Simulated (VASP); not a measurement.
A VASP calculation is set up with these files.

POSCAR:
```
InSe
1.0
  4.0139364813   0.0000000000   0.0000000000
 -2.0069682406   3.4761711037   0.0000000000
  0.0000000000   0.0000000000  17.3563797694
In Se
4 4
Cart
 -0.0000020069   2.3174485612   5.7226491333
  2.0069702476   1.1587225425  11.6337306361
  2.0069702476   1.1587225425  14.4008390180
 -0.0000020069   2.3174485612   2.9555407514
 -0.0000020069   2.3174485612  10.3619371043
  2.0069702476   1.1587225425   6.9944426651
  2.0069702476   1.1587225425   1.6837472196
 -0.0000020069   2.3174485612  15.6726325498
```

**KPOINTS**
```
Automatic
0
Gamma
  6 6 2
0 0 0
```

INCAR:
```
# general
SYSTEM  = InSe
PREC    = Accurate
ENCUT   = 400
LREAL   = .False.
LASPH   = .True.

# electronic loop
EDIFF   = 1E-6
NELM    = 100
ALGO    = Normal
LMAXMIX = 4

# smearing
ISMEAR  = 0
SIGMA   = 0.05

# functional
GGA     = PS

# ions
IBRION  = 2
NSW     = 60
ISIF    = 3
EDIFFG  = -0.02

# output
LWAVE   = .False.
LCHARG  = .False.
```

POTCAR, in this order: In_d Se (PBE.64 set). Program: vasp_std.

### Question
Translate this PBEsol calculation to Ansatz.

### Answer
One equivalent input (not run):
Ansatz 0.2 input:
```yaml
crystal:
  lattice:
    - [4.0139365, 0.0000000, 0.0000000]
    - [-2.0069682, 3.4761711, 0.0000000]
    - [0.0000000, 0.0000000, 17.3563798]
  atoms:
    - { symbol: In, position: [0.3333330, 0.6666670, 0.3297144] }
    - { symbol: In, position: [0.6666670, 0.3333330, 0.6702856] }
    - { symbol: In, position: [0.6666670, 0.3333330, 0.8297144] }
    - { symbol: In, position: [0.3333330, 0.6666670, 0.1702856] }
    - { symbol: Se, position: [0.3333330, 0.6666670, 0.5970103] }
    - { symbol: Se, position: [0.6666670, 0.3333330, 0.4029897] }
    - { symbol: Se, position: [0.6666670, 0.3333330, 0.0970103] }
    - { symbol: Se, position: [0.3333330, 0.6666670, 0.9029897] }
kpoints:
  mp_grid: { grid: [6, 6, 2] }
hamiltonian:
  xc: pbesol
  pseudopotentials: { kind: paw }
scf:
  occupations: { method: gaussian, width: 0.05 }
  max_iter: 100
relax:
  max_steps: 60
  f_tol: 0.02
  cell: {}
output: { forces: true, stress: true, eigenvalues: true }
```
Limits of the translation: each code has its own PAW files, so the cut-off isn't converted (ENCUT is set for VASP's; basis.ecutwfc is left out, and Ansatz then takes the one that its files recommend); Ansatz stops its SCF on the density residual and VASP on the energy change (EDIFF).

The structure comes from a computed database's InSe entry (P6_3/mmc), a phase known from measurement. This run relaxes it. Symmetry was kept, so distortions that lower it aren't found. The start is the result of an earlier pass.
